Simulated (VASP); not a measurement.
Given:

```
RuN
1.0
    0.00000     2.24966     2.24966
    2.24966     0.00000     2.24966
    2.24966     2.24966     0.00000
Ru N
1 1
Direct
  0.00000   0.00000   0.00000
  0.25000   0.25000   0.25000
```

These are PBEsol GGA, VASP's PBE PAW potentials (set 64) (plane waves; VASP 6.6.1) values and carry that method's errors. Settings: 520 eV cut-off, Gaussian smearing of 0.050 eV, potentials Ru_pv N.

**Question.** Give the energies of bands 5 to 12 at the high-symmetry points, in eV from the Fermi level.

**Answer.** 
```tsv
band	Γ	X	U	L	W
5	-7.28	-8.12	-7.51	-6.61	-7.20
6	-7.28	-4.84	-5.41	-6.58	-5.75
7	-7.28	-4.84	-4.93	-6.58	-4.94
8	-1.67	-2.89	-3.38	-1.14	-2.92
9	-1.67	-0.61	-1.31	-1.14	-1.86
10	1.26	0.33	-0.21	-0.75	-0.27
11	4.58	0.70	1.62	2.72	0.99
12	4.58	0.70	1.91	2.72	2.65
```

It has no gap at this level: it comes out as a metal or semimetal.

The structure was generated: RuN was put into the zinc blende type (F-43m), which need not be its known phase. It was relaxed first, which changed the volume by -28 %. The electron count is odd and the run is not spin-polarised, which forces a metal.
